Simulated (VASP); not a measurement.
Here is the system:

```xyz
4
Lattice="1.9677 -3.4081 0.0000 1.9677 3.4081 0.0000 0.0000 0.0000 5.1029" Properties=species:S:1:pos:R:3 pbc="T T T"
Ni     0.0000     0.0000     2.5514
Ni     0.0000     0.0000     0.0000
Sb     1.9677     1.1360     1.2757
Sb     1.9677    -1.1360     3.8272
```

Level of theory: TPSS meta-GGA, VASP's PBE PAW potentials (set 64) (plane waves; VASP). Settings: 520 eV cut-off, 10×10×7 Γ-centred mesh, tetrahedra with Blöchl corrections, potentials Ni Sb.

The cores are frozen, which limits the accuracy of field gradients.

### Question
Give the principal components of the electric field gradient (V/Å²) and the asymmetry η at each nucleus.

### Answer

```tsv
atom	Vxx	Vyy	Vzz	η
Ni1	11.9	11.9	-23.7	0.00
Ni2	11.9	11.9	-23.7	0.00
Sb3	-38.9	-38.9	77.8	0.00
Sb4	-38.9	-38.9	77.8	0.00
```

The compound is NiSb in the NiAs type structure. It was relaxed first. The run is not spin-polarised, so no magnetic state was tried.
